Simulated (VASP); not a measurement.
Consider the following.

```yaml
crystal:
  lattice:
    - [7.40327, 0.00000, 0.00000]
    - [0.00000, 7.40327, 0.00000]
    - [0.00000, 0.00000, 7.40327]
  atoms:
    - { symbol: Hg, position: [0.00000, 0.00000, 0.00000] }
    - { symbol: Hg, position: [0.50000, 0.50000, 0.00000] }
    - { symbol: Hg, position: [0.00000, 0.50000, 0.50000] }
    - { symbol: Hg, position: [0.50000, 0.00000, 0.50000] }
    - { symbol: I, position: [0.34675, 0.34675, 0.34675] }
    - { symbol: I, position: [0.84675, 0.15325, 0.65325] }
    - { symbol: I, position: [0.65325, 0.84675, 0.15325] }
    - { symbol: I, position: [0.15325, 0.65325, 0.84675] }
    - { symbol: I, position: [0.65325, 0.65325, 0.65325] }
    - { symbol: I, position: [0.15325, 0.84675, 0.34675] }
    - { symbol: I, position: [0.34675, 0.15325, 0.84675] }
    - { symbol: I, position: [0.84675, 0.34675, 0.15325] }
```

Calculation: PBEsol GGA, VASP's PBE PAW potentials (set 64) (plane waves; VASP). Numerical set-up: 400 eV cut-off, 5×5×5 Γ-centred mesh, tetrahedra with Blöchl corrections, potentials Hg I.

Unless said otherwise, spin-orbit coupling is left out, though it shifts the bands of the heavy elements here.

Problem. Predict the energy per atom (σ→0), band gap (on the k-mesh) with the smallest direct gap where there is one.

Solution. 
The band gap (on the k-mesh) comes out as none (metal, semimetal or under 0.01 eV) and the energy per atom (σ→0) comes out as -1.503 eV/atom.

Total energies compare only between runs with the same potentials, cut-off and functional.

The structure was generated: HgI2 was put into the pyrite type (Pa-3), which need not be its known phase. It was relaxed first, which changed the volume by +10 %.
